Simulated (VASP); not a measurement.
# CaZr: structure and properties in VASP, part 2 of 2

Aim: relax CaZr, then compute properties on the relaxed cell. The cell is invented: it takes the structure of a Materials Project entry for CaPb (space group 123 there), with some of its atoms replaced by other elements, volume scaled by an estimate. It may not be a known or stable phase. The atoms of the start are displaced at random from the sites of a P4/mmm cell.

VASP 6.6.1; BLYP; plane waves and PAW (Zr_sv, Ca_sv); invented cell.

Still holding for the runs below: The k-mesh is coarse for a metal.

So far. Step 11 (Volume scan with BLYP, volume scale 1): The run ends at a pressure of -0.02 GPa.

## (12) Volume scan with BLYP, volume scale 1.02

The input, INCAR:

```
SYSTEM = CaZr
PREC = Accurate
ENCUT = 400
EDIFF = 1E-06
NELM = 100
ISMEAR = 1
SIGMA = 0.2
LREAL = .FALSE.
ALGO = Normal
GGA = B5
ALDAX = 1
AGGAX = 1
AGGAC = 1
ALDAC = 0
LORBIT = 11
LWAVE = .FALSE.
LCHARG = .FALSE.
ISIF = 2
```

The input, POSCAR:

```
CaZr
1.0
    3.3178910041      0.0000000000      0.0000000000
    0.0000000000      3.3178910041      0.0000000000
    0.0000000000      0.0000000000      5.3596673038
Zr Ca
1 1
Direct
    0.0000000000      0.0000000000      0.5000000000
    0.5000000000      0.5000000000      0.0000000000
```

The input, KPOINTS:

```
Automatic mesh
0
Gamma
6 6 4
0 0 0
```

The projector-augmented-wave data sets are Zr_sv and Ca_sv (PBE family, release 64).

Command:

```sh
> mpirun -np 1 vasp_std
```

Elapsed: 33 s, on 1 MPI rank of AMD EPYC 7R43, shared host; peak memory 0.13 GiB.

The pressure falls from -0.02 to -0.81 GPa.

The run ends at a pressure of -0.81 GPa.

## (13) Volume scan with BLYP, volume scale 1.04

INCAR is that of step 12.

The input, POSCAR:

```
CaZr
1.0
    3.3394363545      0.0000000000      0.0000000000
    0.0000000000      3.3394363545      0.0000000000
    0.0000000000      0.0000000000      5.3944713134
Zr Ca
1 1
Direct
    0.0000000000      0.0000000000      0.5000000000
    0.5000000000      0.5000000000      0.0000000000
```

KPOINTS is that of step 12.

Command:

```sh
> mpirun -np 1 vasp_std
```

Run time: 29 s. Hardware: 1 MPI rank; peak memory 0.13 GiB.

The pressure falls from -0.81 to -1.53 GPa.

The run ends at a pressure of -1.53 GPa.

## (14) Volume scan with BLYP, volume scale 1.06

A prediction first. A parabola through the 6 pressures of evenly scaled cells so far, P = -0.02 -41.5 t +76 t² GPa with t = ln(V/V₁) and V₁ the volume at scale 1, gives -2.18 GPa at t = +0.0583.

INCAR is that of step 13.

The input, POSCAR:

```
CaZr
1.0
    3.3607072233      0.0000000000      0.0000000000
    0.0000000000      3.3607072233      0.0000000000
    0.0000000000      0.0000000000      5.4288319297
Zr Ca
1 1
Direct
    0.0000000000      0.0000000000      0.5000000000
    0.5000000000      0.5000000000      0.0000000000
```

KPOINTS is that of step 13.

Command:

```sh
> mpirun -np 1 vasp_std
```

Wall time 28 s (1 MPI rank); peak memory 0.12 GiB.

The pressure falls from -1.53 to -2.19 GPa. The parabola predicted -2.18 GPa, +0.01 GPa off.

## (15) Comparing the runs

Times are for 1 MPI rank of AMD EPYC 7R43, shared host. The series side by side:

```csv
no.,volume scale,energy above the lowest point (meV/atom),pressure (GPa),time,memory (GiB)
1,0.94,15.96,2.842,27 s,0.12
2,0.96,7.14,1.800,28 s,0.12
3,0.98,1.91,0.8509,29 s,0.12
4,1,0,-0.01601,28 s,0.13
5,1.02,1.05,-0.8145,33 s,0.13
6,1.04,4.96,-1.530,29 s,0.13
7,1.06,11.28,-2.188,28 s,0.12
```

## (16) Fit for BLYP

This step: Birch-Murnaghan fit, BLYP; plane waves and PAW; invented cell (VASP 6.6.1).

No new run; the numbers come from the runs before.

This step gave:

```
pressure derivative of the bulk modulus : 3.494
r.m.s. error of the fit                 : 1.59e-5 eV/atom
minimum inside the sampled range        : yes
bulk modulus                            : 41.35 GPa
equilibrium volume of the fit           : 28.99 Å³/atom
```

The energy above the fitted minimum by volume:

```csv
volume (Å³/atom),energy above the fitted minimum (eV/atom)
27.19,0.0160
27.77,0.00717
28.34,0.00194
28.92,3.1e-5
29.50,0.00109
30.08,0.00499
30.66,0.0113
```

The fitted volume lies +0.25 % from the relaxed one. At a finite cutoff and mesh the minimum of the energy and the zero of the stress don't quite coincide, and the relaxation stops at a threshold.

## (17) Core levels (BLYP)

This step: BLYP; plane waves and PAW (Zr_sv, Ca_sv); invented cell (VASP 6.6.1).

ICORELEVEL = 1 prints the core eigenvalues in the potential of the ground state.

Changes to INCAR since step 14:

```diff
@@ -17,2 +17,2 @@
 LCHARG = .FALSE.
-ISIF = 2
+ICORELEVEL = 1
```

The input, POSCAR:

```
CaZr
1.0
    3.2960621418      0.0000000000      0.0000000000
    0.0000000000      3.2960621418      0.0000000000
    0.0000000000      0.0000000000      5.3244053138
Zr Ca
1 1
Direct
    0.0000000000      0.0000000000      0.5000000000
    0.5000000000      0.5000000000      0.0000000000
```

KPOINTS is that of step 14.

Command:

```sh
> mpirun -np 1 vasp_std
```

Run time: 28 s. Hardware: 1 MPI rank; peak memory 0.13 GiB.

These are scalar-relativistic Kohn-Sham levels of the ground state, with no core hole, so they are not binding energies.

Numbers from this step:

- free energy (TOTEN): -7.825 eV
- energy at zero smearing: -7.828 eV
- Fermi energy: 5.477 eV
- pressure: -0.01601 GPa

Kohn-Sham core levels, initial state. Core levels, by row:

```csv
atom,shell,level below the Fermi level (eV)
Zr1,1s,17817
Zr1,2s,2464
Zr1,2p,2197
Zr1,3s,399.6
Zr1,3p,312.4
Zr1,3d,169.5
Ca2,1s,3943
Ca2,2s,408
Ca2,2p,328.4
```

## (18) Total energy, forces and stress (BLYP), changed input

A single point gives energy, forces and stress at these settings. Some settings are moved from the usual, to see what they do.

The input, INCAR:

```
SYSTEM = CaZr
PREC = Accurate
ENCUT = 400
EDIFF = 1E-06
NELM = 100
ISMEAR = 0
SIGMA = 0.1
LREAL = .FALSE.
ALGO = VeryFast
GGA = B5
ALDAX = 1
AGGAX = 1
AGGAC = 1
ALDAC = 0
LORBIT = 11
LWAVE = .FALSE.
LCHARG = .FALSE.
ISIF = 2
```

POSCAR is that of step 17.

KPOINTS is that of step 17.

Command:

```sh
> mpirun -np 1 vasp_std
```

It took 2.9 min on 1 MPI rank; peak memory 0.12 GiB.

The electronic loop ended without reaching EDIFF, so its numbers are not used.

At the end rms(c) stands at 3e-04, with no steady fall over the second half of the cycles shown.

Settings moved from the usual: ALGO = VeryFast, ISMEAR = 0 and SIGMA = 0.1.

## (19) Summary of results

```yaml
relaxed_volume: 28.92 Å³/atom
relaxed_conventional_cell_a_b_c: 3.296, 3.296, 5.324 Å
space_group_after_relaxing_within_0p02_a: P4/mmm (No. 123)
band_gap: none, a metal
dos_at_the_fermi_level: 3.82 states/eV/cell
bulk_modulus_from_the_fit: 41.3 GPa
volume_from_the_fit: 29.0 Å³/atom
shallowest_level_of_the_frozen_cores: Zr1 3d, 169.5 eV deep
```

With BLYP, CaZr relaxes to 28.92 Å³/atom in space group P4/mmm, comes out as a metal and has a bulk modulus of 41.3 GPa at fixed shape and positions, an upper bound. Not obtained: total energy, forces and stress (BLYP), changed input, because the run did not converge. Band structure (BLYP): Of the bands kept, 2 cross the Fermi level on this path. Spin-orbit coupling is left out; it would split some degenerate bands. The k-sampling is coarse for a metal, so the Fermi level, pressures and the shape of the cell carry errors. No search among competing phases was made. All values are for a static lattice at zero temperature.

[Lines on the potential files, build, host, timing and source positions are cut from VASP's logs without a mark.]

[Logs are printed without paths, hosts, clocks, repeated set-up lines and the standing remarks that a program may print on its own settings, such as how far it seeks lower states.]

[Hosts, paths, dates, database ids (printed as entryN), source tags and the programs' standing remarks are cut or masked in the printed files.]

[A measured line is paired with the nearest computed mode of its activity, which favours agreement.]
